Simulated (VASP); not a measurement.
Consider the following.

```xyz
3
Lattice="0.0000 2.5240 2.5240 2.5240 0.0000 2.5240 2.5240 2.5240 0.0000" Properties=species:S:1:pos:R:3 pbc="T T T"
Hf     0.0000     0.0000     0.0000
O      1.2620     1.2620     1.2620
O      3.7860     3.7860     3.7860
```

These are optB86b-vdW, VASP's PBE PAW potentials (set 64) (plane waves; VASP) values and carry that method's errors. Run with 520 eV cut-off, Gaussian smearing of 0.050 eV, potentials Hf_pv O.

Unless said otherwise, spin-orbit coupling is left out, though it shifts the bands of the heavy elements here.

Task: Predict the band gap (along the path) with the smallest direct gap where there is one.

Result: 
- band gap (along the path): 3.80 eV
- smallest direct gap (along the path): 3.80 eV

The absolute energy has meaning only against runs of the same code, potentials and settings.

The compound is HfO2 in the fluorite structure, the high-temperature cubic form, which is unstable at 0 K; the monoclinic form is the stable one. It was relaxed first.
